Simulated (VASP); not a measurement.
All values below come from PBEsol GGA, VASP's PBE PAW potentials (set 64) (plane waves; VASP).

The input files of a VASP run:

INCAR:
```
! general
SYSTEM  = NbSi
PREC    = Accurate
ENCUT   = 400
LREAL   = .FALSE.
LASPH   = .TRUE.

! electronic loop
EDIFF   = 1E-7
NELM    = 100
ALGO    = Normal
LMAXMIX = 4

! smearing
ISMEAR  = -5

! functional
GGA     = PS

! ions
ISIF    = 2

! output
LWAVE   = .FALSE.
LCHARG  = .TRUE.
LORBIT  = 11
NEDOS   = 601
```

**POSCAR**
```
NbSi
1
    3.1263139277     0.0000000000     0.0000000000
   -0.0000000000     3.1263139277     0.0000000000
    0.0000000000    -0.0000000000     3.1263139277
Nb Si
1 1
Direct
  0.0000000000   0.0000000000   0.0000000000
  0.5000000000   0.5000000000   0.5000000000
```

**KPOINTS**
```
Regular mesh
0
G
  13 13 13
```

POTCAR, in this order: Nb_sv Si (PBE.64 set). Program: vasp_std.

The resulting files:

**OSZICAR**
```
       N       E                     dE             d eps       ncg     rms          rms(c)
DAV:   1     0.102224223962E+03    0.10222E+03   -0.75730E+03  2024   0.110E+03
DAV:   2    -0.127014138498E+02   -0.11493E+03   -0.11082E+03  2412   0.378E+02
DAV:   3    -0.179208332180E+02   -0.52194E+01   -0.49886E+01  3172   0.634E+01
DAV:   4    -0.181419415049E+02   -0.22111E+00   -0.21984E+00  2848   0.130E+01
DAV:   5    -0.181511796468E+02   -0.92381E-02   -0.92383E-02  3328   0.238E+00    0.899E+00
DAV:   6    -0.172666656499E+02    0.88451E+00   -0.38878E+00  3308   0.176E+01    0.296E+00
DAV:   7    -0.172464282890E+02    0.20237E-01   -0.94950E-02  2384   0.270E+00    0.171E+00
DAV:   8    -0.172374453351E+02    0.89830E-02   -0.32719E-02  2928   0.159E+00    0.320E-01
DAV:   9    -0.172377486082E+02   -0.30327E-03   -0.35961E-03  3404   0.471E-01    0.159E-01
DAV:  10    -0.172377705980E+02   -0.21990E-04   -0.44678E-04  2612   0.281E-01    0.333E-02
DAV:  11    -0.172377500785E+02    0.20520E-04   -0.47304E-05  2872   0.802E-02    0.196E-02
DAV:  12    -0.172377500760E+02    0.25007E-08   -0.51325E-06  3140   0.325E-02    0.453E-03
DAV:  13    -0.172377501936E+02   -0.11765E-06   -0.17523E-07  2116   0.561E-03    0.117E-03
DAV:  14    -0.172377500376E+02    0.15607E-06   -0.37098E-08  1524   0.287E-03    0.509E-04
DAV:  15    -0.172377499853E+02    0.52270E-07   -0.85874E-09  1340   0.144E-03
   1 F= -.17237750E+02 E0= -.17237750E+02  d E =0.000000E+00
```

### OUTCAR
```
------------------------ aborting loop because EDIFF is reached ----------------------------------------
  FORCE on cell =-STRESS in cart. coord.  units (eV):
  Direction    XX          YY          ZZ          XY          YZ          ZX
  --------------------------------------------------------------------------------------
  Total       -0.0539204     -0.0539204     -0.0539204     -0.0000000     -0.0000000      0.0000000
  in kB       -2.8272599     -2.8272599     -2.8272599     -0.0000000     -0.0000000      0.0000000
  external PRESSURE =      -2.8272599 kB  Pullay stress =       0.0000000 kB
  volume of cell :       30.56
      direct lattice vectors                 reciprocal lattice vectors
     3.126313928  0.000000000  0.000000000     0.319865510  0.000000000  0.000000000
     0.000000000  3.126313928  0.000000000     0.000000000  0.319865510  0.000000000
     0.000000000  0.000000000  3.126313928     0.000000000  0.000000000  0.319865510
 POSITION                                       TOTAL-FORCE (eV/Angst)
 -----------------------------------------------------------------------------------
      0.00000      0.00000      0.00000         0.000000      0.000000      0.000000
      1.56316      1.56316      1.56316         0.000000      0.000000      0.000000
 -----------------------------------------------------------------------------------
    total drift:                               -0.000000      0.000000     -0.000000
  FREE ENERGIE OF THE ION-ELECTRON SYSTEM (eV)
  ---------------------------------------------------
  free  energy   TOTEN  =       -17.2377499853 eV

  energy  without entropy=      -17.2377499853  energy(sigma->0) =      -17.23774999

 total charge

# of ion       s       p       d       tot
------------------------------------------
    1        2.177   6.000   2.584  10.761
    2        0.766   0.903   0.000   1.670
--------------------------------------------------
tot          2.943   6.903   2.584  12.431
```
(Selected blocks of OUTCAR.)

**OUTCAR**
```
 val. band max:       11.4870721053   @ k =   0.2308   0.2308   0.2308

 cond. band min:      11.4667125833   @ k =   0.3846   0.3077   0.1538


 Fermi energy:        11.4154820821

 k-point     1 :       0.0000    0.0000    0.0000
  band No.  band energies     occupation
      1     -43.0223      2.00000
      2     -18.9611      2.00000
      3     -18.9611      2.00000
      4     -18.9611      2.00000
      5       0.2351      2.00000
      6       8.6555      2.00000
      7       8.6555      2.00000
      8      13.7676      0.00000
      9      13.7676      0.00000
     10      13.7676      0.00000
     11      14.0275      0.00000
     12      14.0275      0.00000

 k-point     2 :       0.0769    0.0000    0.0000
  band No.  band energies     occupation
      1     -43.0200      2.00000
      2     -18.9906      2.00000
      3     -18.9589      2.00000
      4     -18.9589      2.00000
      5       0.3415      2.00000
      6       8.6284      2.00000
      7       8.7084      2.00000
      8      12.9881      0.00000
      9      12.9881      0.00000
     10      13.7931      0.00000
     11      13.7995      0.00000
     12      14.8579      0.00000

 k-point     3 :       0.1538    0.0000    0.0000
  band No.  band energies     occupation
      1     -43.0135      2.00000
      2     -19.0703      2.00000
      3     -18.9516      2.00000
      4     -18.9516      2.00000
      5       0.6544      2.00000
      6       8.4484      2.00000
      7       8.8639      2.00000
      8      12.1757     -0.21981
      9      12.1757     -0.03237
     10      13.4491      0.00000
     11      13.8660      0.00000
     12      15.8331      0.00000

 k-point     4 :       0.2308    0.0000    0.0000
  band No.  band energies     occupation
      1     -43.0043      2.00000
      2     -19.1808      2.00000
      3     -18.9413      2.00000
      4     -18.9413      2.00000
      5       1.1540      2.00000
      6       7.9234      2.00000
...
```

For a metal the tetrahedron method with Blöchl corrections gives inexact stress and forces.

The structure was generated: NbSi was put into the CsCl type (Pm-3m), which need not be its known phase. It was relaxed first. The electron count is odd and the run is not spin-polarised, which forces a metal.
